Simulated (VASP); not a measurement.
SnCl4, in a box:

```
Sn Cl
1.0
    14.20770    0.00000    0.00000
     0.00000   14.70770    0.00000
     0.00000    0.00000   15.20770
Sn Cl
1 4
Direct
  0.50000 0.50340 0.50000
  0.53217 0.36725 0.57023
  0.62120 0.60512 0.52599
  0.36041 0.56280 0.55353
  0.48622 0.47843 0.35025
```

Base run:

```yaml
Program: VASP 6.6.1
Functional: RPBE
Potentials_or_basis: VASP PAW PBE potentials, release 64 (Sn_d, Cl)
Cutoff: 400 eV
k_mesh: 1 × 1 × 1
Occupations: gaussian, width 0.01 eV
Spin: no spin polarisation
```

Its results: gap between the frontier levels 4.06 eV; largest force 0.224 eV/Å.

**Question.** The run is repeated on the same cell with these changes: functional from RPBE to PBE. What comes out?

**Answer.** Gap between the frontier levels 4.00 eV; largest force 0.024 eV/Å.

Caveats: spin-orbit coupling is left out, which moves the levels of the heavy elements; the PAW data sets were made with another functional, which shifts forces and pressure a little (some runs).

